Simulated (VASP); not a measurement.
Consider the following.

```
Be3CdTe4
1.0
    5.84615     0.00000     0.00000
    0.00000     5.84615     0.00000
    0.00000     0.00000     5.84615
Cd Te Be
1 4 3
Cartesian
  0.00000   0.00000   0.00000
  1.57069   1.57069   1.57069
  4.27546   4.27546   1.57069
  4.27546   1.57069   4.27546
  1.57069   4.27546   4.27546
  2.92308   2.92308   0.00000
  2.92308   0.00000   2.92308
  0.00000   2.92308   2.92308
```

Method: PBEsol GGA, VASP's PBE PAW potentials (set 64) (plane waves; VASP). Numerical set-up: 400 eV cut-off, 4×4×4 Γ-centred mesh, tetrahedra with Blöchl corrections, potentials Cd Te Be.

Problem. The job: Be3CdTe4 (ordered alloy cell), 8 atoms, PBEsol, static run, 400 eV, 4×4×4 Γ-centred mesh. Roughly how much core time does it take on a busy server core?

Solution. About 70 core-seconds (one run on a shared machine, a rough figure). It had 10 irreducible k-points, 26 bands, up to 3695 plane waves and 16 electronic steps.

The structure was generated: Be3CdTe4 was put into an ordered model structure (P-43m), which need not be its known phase. It was relaxed first.
